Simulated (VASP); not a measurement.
Computed with PBE0 hybrid, VASP's PBE PAW potentials (set 64) (plane waves; VASP).

VASP input:

**POSCAR**
```
MgH2
1
    4.4766900000     0.0000000000     0.0000000000
    0.0000000000     4.4766900000     0.0000000000
    0.0000000000     0.0000000000     2.9925400000
Mg H
2 4
Direct
  0.5041120000   0.4885650000   0.4774460000
  0.0117420000   0.0133140000   0.0046840000
  0.6859050000   0.6823980000  -0.0028430000
  0.2954450000   0.3119490000   0.0138500000
  0.8052410000   0.2024920000   0.4945840000
  0.1975550000   0.8012820000   0.5122790000
```

### INCAR
```
! general
SYSTEM   = MgH2
PREC     = Accurate
ENCUT    = 300
LREAL    = .FALSE.
LASPH    = .TRUE.
ISYM     = 3

! electronic loop
EDIFF    = 1E-6
NELM     = 100
ALGO     = Normal

! smearing
ISMEAR   = 0
SIGMA    = 0.01

! functional
GGA      = PE
LHFCALC  = .TRUE.
AEXX     = 0.25
HFRCUT   = -1
PRECFOCK = Fast

! ions
ISIF     = 2

! output
LWAVE    = .FALSE.
LCHARG   = .FALSE.
```

KPOINTS:
```
Automatic
0
gamma
  5 5 7
0 0 0
```

POTCAR, in this order: Mg H (PBE.64 set). Program: vasp_std.

Task: What will the output report for the number of irreducible k-points (NKPTS), largest plane-wave count, number of space-group operations, FFT grid (NGX, NGY, NGZ)?

Result: 
```
Quantity                                       Value
--------------------------------------  ------------
number of irreducible k-points (NKPTS)            88
largest plane-wave count                         717
number of space-group operations                   1
FFT grid (NGX, NGY, NGZ)                28 × 28 × 18
```

The structure comes from a computed database's MgH2 entry; how it stands against other phases isn't given here. The cell was not relaxed at this level, atoms are displaced from their ideal sites.
